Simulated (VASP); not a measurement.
An input for Ansatz (written as the equivalent of a VASP run, and not itself run):

Ansatz 0.2 input:
```yaml
crystal:
  lattice:
    - [4.1522985, 0.0000000, 0.0000000]
    - [0.0000000, 4.1522985, 0.0000000]
    - [0.0000000, 0.0000000, 4.1522985]
  atoms:
    - { symbol: Cs, position: [0.0000000, 0.0000000, 0.0000000] }
    - { symbol: Cl, position: [0.5000000, 0.5000000, 0.5000000] }
kpoints:
  mp_grid: { grid: [6, 6, 6] }
hamiltonian:
  xc: pbe
  dispersion: d4
  pseudopotentials: { kind: paw }
scf:
  occupations: { method: gaussian, width: 0.05 }
  max_iter: 100
relax:
  max_steps: 60
  f_tol: 0.01
  cell: {}
output: { forces: true, stress: true, eigenvalues: true }
```

### Question
Translate this input to VASP (INCAR, KPOINTS, POSCAR, choice of POTCAR).

### Answer
Several could match; the one computed here: 
**POSCAR**
```
CsCl
1.0
  4.1522984955   0.0000000000   0.0000000000
  0.0000000000   4.1522984955   0.0000000000
  0.0000000000   0.0000000000   4.1522984955
Cs Cl
1 1
Cartesian
  0.0000000000   0.0000000000   0.0000000000
  2.0761492478   2.0761492478   2.0761492478
```

**KPOINTS**
```
Automatic mesh
0
Gamma
6 6 6
0 0 0
```

**INCAR**
```
SYSTEM = CsCl
PREC = Accurate
ENCUT = 520
EDIFF = 1E-6
NELM = 100
ALGO = Normal
LREAL = .FALSE.
LASPH = .TRUE.
ISMEAR = 0
SIGMA = 0.05
GGA = PE
IVDW = 13
LMAXMIX = 4
LWAVE = .FALSE.
LCHARG = .FALSE.
IBRION = 2
ISIF = 3
NSW = 60
EDIFFG = -0.01
```

POTCAR, in this order: Cs_sv Cl (PBE.64 set). Program: vasp_std.

What does not carry over: each code has its own PAW files, so the cut-off isn't converted (ENCUT is set for VASP's; basis.ecutwfc is left out, and Ansatz then takes the one that its files recommend); Ansatz stops its SCF on the density residual and VASP on the energy change (EDIFF).

The compound is CsCl in the CsCl type structure. It was relaxed first. The start is the result of an earlier pass.
